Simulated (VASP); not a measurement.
Calculation: PBE GGA, VASP's PBE PAW potentials (set 64) (plane waves; VASP).

Input for VASP

### POSCAR
```
W
1
   -1.5298148467     1.5298148467     1.5298148467
    1.5298148467    -1.5298148467     1.5298148467
    1.5298148467     1.5298148467    -1.5298148467
W
1
Direct
  0.0000000000   0.0000000000   0.0000000000
```

KPOINTS:
```
Automatic mesh
0
Gamma
14 14 14
0 0 0
```

### INCAR
```
ALGO=Normal
EDIFF=1E-7
ENCUT=480
GGA=PE
ISIF=2
ISMEAR=1
LASPH=.TRUE.
LCHARG=.FALSE.
LMAXMIX=6
LREAL=.FALSE.
LWAVE=.FALSE.
NELM=100
PREC=Accurate
SIGMA=0.1
SYSTEM=W
```

POTCAR, in this order: W_sv (PBE.64 set). Program: vasp_std.

The resulting files:

OSZICAR:
```
       N       E                     dE             d eps       ncg     rms          rms(c)
DAV:   1     0.719699731393E+02    0.71970E+02   -0.75602E+03  2304   0.140E+03
DAV:   2    -0.118807720563E+02   -0.83851E+02   -0.80984E+02  2447   0.321E+02
DAV:   3    -0.132336364925E+02   -0.13529E+01   -0.13412E+01  2608   0.405E+01
DAV:   4    -0.132395861176E+02   -0.59496E-02   -0.59494E-02  2462   0.298E+00
DAV:   5    -0.132396305236E+02   -0.44406E-04   -0.44406E-04  2594   0.256E-01    0.253E+01
DAV:   6    -0.128232097834E+02    0.41642E+00   -0.42434E-01  2435   0.911E+00    0.111E+01
DAV:   7    -0.127014970338E+02    0.12171E+00   -0.26760E-01  2492   0.681E+00    0.469E-01
DAV:   8    -0.126978768659E+02    0.36202E-02   -0.43474E-03  2378   0.105E+00    0.140E-01
DAV:   9    -0.126978045223E+02    0.72344E-04   -0.11068E-04  2628   0.145E-01    0.387E-02
DAV:  10    -0.126977995413E+02    0.49809E-05   -0.22443E-05  2519   0.690E-02    0.791E-03
DAV:  11    -0.126977996580E+02   -0.11662E-06   -0.20895E-07  2158   0.657E-03    0.623E-04
DAV:  12    -0.126977995971E+02    0.60908E-07   -0.10365E-08  1327   0.163E-03
   1 F= -.12697800E+02 E0= -.12697510E+02  d E =-.868169E-03
```

### OUTCAR
```
------------------------ aborting loop because EDIFF is reached ----------------------------------------
  FORCE on cell =-STRESS in cart. coord.  units (eV):
  Direction    XX          YY          ZZ          XY          YZ          ZX
  --------------------------------------------------------------------------------------
  Total        4.2158532      4.2158532      4.2158532     -0.0000000     -0.0000000      0.0000000
  in kB      471.6495820    471.6495820    471.6495820     -0.0000000     -0.0000000      0.0000000
  external PRESSURE =     471.6495820 kB  Pullay stress =       0.0000000 kB
  volume of cell :       14.32
      direct lattice vectors                 reciprocal lattice vectors
    -1.529814847  1.529814847  1.529814847     0.000000000  0.326836938  0.326836938
     1.529814847 -1.529814847  1.529814847     0.326836938  0.000000000  0.326836938
     1.529814847  1.529814847 -1.529814847     0.326836938  0.326836938  0.000000000
 POSITION                                       TOTAL-FORCE (eV/Angst)
 -----------------------------------------------------------------------------------
      0.00000      0.00000      0.00000        -0.000000      0.000000     -0.000000
 -----------------------------------------------------------------------------------
    total drift:                                0.000000     -0.000000      0.000000
  FREE ENERGIE OF THE ION-ELECTRON SYSTEM (eV)
  ---------------------------------------------------
  free  energy   TOTEN  =       -12.6977995971 eV

  energy  without entropy=      -12.6969314284  energy(sigma->0) =      -12.69751021
```
(Selected blocks of OUTCAR.)

File OUTCAR:
```
 val. band max:       13.1224572318   @ k =  -0.4286   0.4286   0.2143

 cond. band min:      13.1657812032   @ k =  -0.4286   0.4286   0.2857


 Fermi energy:        13.1519721196

 k-point     1 :       0.0000    0.0000    0.0000
  band No.  band energies     occupation
      1     -61.0908      2.00000
      2     -24.4695      2.00000
      3     -24.4695      2.00000
      4     -24.4695      2.00000
      5       2.7887      2.00000
      6      11.5598      2.00000
      7      11.5598      2.00000
      8      11.5598      2.00000
      9      15.4778      0.00000
     10      15.4778      0.00000
     11      27.7067      0.00000

 k-point     2 :       0.0714    0.0000    0.0000
  band No.  band energies     occupation
      1     -61.0806      2.00000
      2     -24.5675      2.00000
      3     -24.4992      2.00000
      4     -24.4703      2.00000
      5       3.0689      2.00000
      6      11.3845      2.00000
      7      11.5167      2.00000
      8      11.8330      2.00000
      9      15.1937      0.00000
     10      15.4765      0.00000
     11      27.9554      0.00000

 k-point     3 :       0.1429    0.0000    0.0000
  band No.  band energies     occupation
      1     -61.0519      2.00000
      2     -24.8358      2.00000
      3     -24.5815      2.00000
      4     -24.4724      2.00000
      5       3.8456      2.00000
      6      10.9273      2.00000
      7      11.3151      2.00000
      8      12.6373      2.00000
      9      14.7381     -0.00000
     10      15.4983      0.00000
     11      28.5147      0.00000

 k-point     4 :       0.2143    0.0000    0.0000
  band No.  band energies     occupation
      1     -61.0100      2.00000
      2     -25.2090      2.00000
      3     -24.6983      2.00000
      4     -24.4755      2.00000
      5       4.9008      2.00000
      6      10.3378      2.00000
      7      10.9800      2.00000
      8      13.9258     -0.00000
      9      14.6605     -0.00000
...
```

Unless said otherwise, spin-orbit coupling is left out, though it shifts the bands of the heavy elements here.

The compound is W in the bcc structure. This cell was strained or had an atom moved on purpose.
